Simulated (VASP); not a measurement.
Computed with PBEsol GGA, VASP's PBE PAW potentials (set 64) (plane waves; VASP).

The input files of a VASP run:

INCAR:
```
SYSTEM = SrCaI4
PREC = Accurate; ENCUT = 300; LREAL = F
LASPH = T
EDIFF = 1E-6; NELM = 100; ALGO = Normal
LMAXMIX = 4
ISMEAR = 0; SIGMA = 0.01
GGA = PS
IBRION = 2; NSW = 50; ISIF = 3
EDIFFG = -0.01
LWAVE = F; LCHARG = F
```

### POSCAR
```
SrCaI4
1
    7.2807400000     0.0000000000     0.0000000000
    0.0000000000     4.6621100000     0.0000000000
   -0.0319580000     0.0000000000     8.1092870000
Sr Ca I
1 1 4
Direct
  0.0013220000   0.0030840000  -0.0016910000
  0.0012430000   0.5000920000   0.4981980000
  0.2381530000  -0.0013490000   0.3471840000
  0.7610000000   0.0030440000   0.6527510000
  0.2496040000   0.5004610000   0.8244860000
  0.7486790000   0.4946680000   0.1790710000
```

### KPOINTS
```
Automatic mesh
0
Gamma
2 3 2
0 0 0
```

POTCAR, in this order: Sr_sv Ca_sv I (PBE.64 set). Program: vasp_std.

At this cut-off the stress carries a Pulay error, which pulls relaxed volumes low. Energy and stress use the plane-wave basis of the starting cell. Unless said otherwise, spin-orbit coupling is left out, though it shifts the bands of the heavy elements here.

What does the run give for the energy per atom (σ→0), volume per atom, band gap (on the k-mesh)?

```json
{
  "energy per atom (σ→0)": "-3.480 eV/atom",
  "band gap (on the k-mesh)": "3.50 eV",
  "volume_per_atom": "42.83 Å^3/atom"
}
```

**OSZICAR**
```
...
DAV:   1    -0.208815964299E+02   -0.35227E-02   -0.19720E-01   448   0.243E+00    0.364E-01
DAV:   2    -0.208792780692E+02    0.23184E-02   -0.10529E-02   532   0.577E-01    0.184E-01
DAV:   3    -0.208781736052E+02    0.11045E-02   -0.21131E-03   488   0.255E-01    0.964E-02
DAV:   4    -0.208781552545E+02    0.18351E-04   -0.55393E-04   696   0.806E-02    0.884E-02
DAV:   5    -0.208781833250E+02   -0.28070E-04   -0.34376E-05   672   0.333E-02    0.345E-02
DAV:   6    -0.208781840281E+02   -0.70308E-06   -0.66996E-05   728   0.326E-02    0.111E-02
DAV:   7    -0.208781844718E+02   -0.44371E-06   -0.32848E-06   552   0.868E-03
  16 F= -.20878184E+02 E0= -.20878184E+02  d E =-.109815E-03
```

The structure comes from a computed database's SrCaI4 entry; how it stands against other phases isn't given here. In the starting cell atoms are displaced from their ideal sites. This run relaxes it. The k-mesh is coarse (spacing up to 0.46 per Å, 2π included), so the numbers may not be converged in it. The run is one of a series of settings (EDIFFG = -0.01, IBRION = 2, ISIF = 3, NSW = 50 against the base run), some of them coarse on purpose.
